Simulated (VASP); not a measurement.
A run of VASP 6.6.1 is set up as follows.

The input INCAR:

```
PREC = Accurate ; ENCUT = 520
EDIFF = 1E-7 ; ISMEAR = -1
SIGMA = 0.05 ; LREAL = False
LASPH = True ; NELM = 150
ALGO = Normal ; ISIF = 2
LWAVE = False ; LCHARG = False
ISPIN = 2 ; MAGMOM = 2 0 0 0
LORBIT = 11 ; LMAXMIX = 6
GGA = PE ; NBANDS = 26
```

KPOINTS

```
regular mesh
0
Gamma
  6 6 6
```

Contents of POSCAR:

```
PrAs3
1.0
    4.4686140000      0.0000000000      0.0000000000
    0.0000000000      4.4686140000      0.0000000000
    0.0000000000      0.0000000000      4.4686140000
Pr As
1 3
Direct
    0.0000000000      0.0000000000      0.0000000000
    0.5000000000      0.5000000000      0.0000000000
    0.5000000000      0.0000000000      0.5000000000
    0.0000000000      0.5000000000      0.5000000000
```

Potentials or basis: VASP PAW PBE potentials, release 64 (Pr, As).

Command:

```bash
$ cat potpaw_PBE.64/Pr/POTCAR potpaw_PBE.64/As/POTCAR > POTCAR
$ mpirun -np 1 vasp_std > vasp.out
```

Q: Estimate the net moment.

A: 0.00 μB per cell.

Q: What does it give for the band gap on the k mesh?

A: None (metal or under the smearing width).

Caveat: the magnetic or orbital state may not be the lowest; spin-orbit coupling is left out, which moves the levels of the heavy elements; without U or exact exchange the open f shell lies at the Fermi level, which spoils levels, moments and volumes. The state reached can hang on the start; a lower one may exist.
